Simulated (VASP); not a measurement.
Here is the system:

```xyz
2
Lattice="0.0000 2.9822 2.9822 2.9822 0.0000 2.9822 2.9822 2.9822 0.0000" Properties=species:S:1:pos:R:3 pbc="T T T"
Ca     0.0000     0.0000     0.0000
Se     2.9822     2.9822     2.9822
```

The numbers are results of PBE GGA, VASP's PBE PAW potentials (set 64) (plane waves; VASP), not measurements. Numerical set-up: PREC = Normal, EDIFF = 1E-5, 400 eV cut-off, 9×9×9 Γ-centred mesh, Gaussian smearing of 0.050 eV, potentials Ca_sv Se.

Problem. Predict the energy per atom (σ→0).

Solution. 
| Quantity | Result |
|---|---|
| energy per atom (σ→0) | -4.743 eV/atom |

Total energies compare only between runs with the same potentials, cut-off and functional.

The compound is CaSe in the rock salt structure. It was relaxed first.
